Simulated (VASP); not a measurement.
```
CELL_PARAMETERS angstrom
      1.46633    -3.87482     0.00000
      1.46633     3.87482     0.00000
      0.00000     0.00000     2.88972
ATOMIC_POSITIONS crystal
  C  0.56400 0.43600 0.25000
  C  0.43600 0.56400 0.75000
  Mn 0.85475 0.14525 0.25000
  Mn 0.14525 0.85475 0.75000
```
Starting moments (μB, in the order of the record's atoms C C Mn Mn): 0.0 0.0 4.0 4.0.

Method: PBE GGA + U (Dudarev), VASP's PBE PAW potentials (set 64) (plane waves; VASP). Numerical set-up: 520 eV cut-off, 7×7×7 Γ-centred mesh, Gaussian smearing of 0.050 eV, potentials C Mn_pv, U − J: Mn 4.00 eV.

The moments were started parallel, and other spin orders were not tried in this run.

Q: Which forces act on the atoms, in eV/Å?

A: 
```tsv
atom	Fx	Fy	Fz
C1	0.000	0.283	0.000
C2	0.000	-0.283	0.000
Mn3	0.000	0.779	0.000
Mn4	0.000	-0.779	0.000
```

Q: Give the stress tensor in GPa (positive for a compressed cell).

A: 
```
46.34   0.00   0.00
 0.00  26.03   0.00
 0.00   0.00   1.77
```
The pressure is its mean diagonal, 24.72 GPa.

The structure was generated: MnC was put into the CrB type (Cmcm), which need not be its known phase. The cell was not relaxed at this level. The k-mesh is coarse (spacing up to 0.33 per Å, 2π included), so the numbers may not be converged in it. The run is one of a series of settings (LDAU = .TRUE., LDAUJ = 0 0, LDAUL = -1 2, LDAUTYPE = 2, LDAUU = 0 4.0 against the base run), some of them coarse on purpose.
